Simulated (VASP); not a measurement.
```
Pb
1.0
    0.00000     2.51457     2.51457
    2.51457     0.00000     2.51457
    2.51457     2.51457     0.00000
Pb
1
Direct
  0.00000   0.00000   0.00000
```

Calculation: PBE GGA, VASP's PBE PAW potentials (set 64) (plane waves; VASP 6.6.1). Numerical set-up: PREC = Normal, EDIFF = 1E-5, 400 eV cut-off, 14×14×14 Γ-centred mesh, first-order Methfessel-Paxton smearing of 0.10 eV, potentials Pb_d.

Unless said otherwise, spin-orbit coupling is left out, though it shifts the bands of the heavy elements here.

Task: Estimate the energy per atom (σ→0), band gap (on the k-mesh) with the smallest direct gap where there is one.

Result: 
The band gap (on the k-mesh) is none (metal, semimetal or under 0.01 eV). The energy per atom (σ→0) is -3.568 eV/atom.

Total energies compare only between runs with the same potentials, cut-off and functional.

The compound is Pb in the fcc structure. It was relaxed first.
